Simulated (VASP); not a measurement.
Consider the following.

```xyz
2
Lattice="0.0000 2.5436 2.5436 2.5436 0.0000 2.5436 2.5436 2.5436 0.0000" Properties=species:S:1:pos:R:3 pbc="T T T"
Si     0.0000     0.0000     0.0000
Ti     2.5436     2.5436     2.5436
```

Method: r2SCAN meta-GGA, VASP's PBE PAW potentials (set 64) (plane waves; VASP). Numerical set-up: 400 eV cut-off, 14×14×14 Γ-centred mesh, tetrahedra with Blöchl corrections, potentials Si Ti_sv.

Estimate the energy per atom (σ→0), band gap (over mesh and band path) with the smallest direct gap where there is one.

```yaml
band gap (over mesh and band path): none (metal, semimetal or under 0.01 eV)
energy per atom (σ→0): -11326 meV/atom
```

The structure was generated: TiSi was put into the rocksalt type (Fm-3m), which need not be its known phase. It was relaxed first, which changed the volume by -21 %.
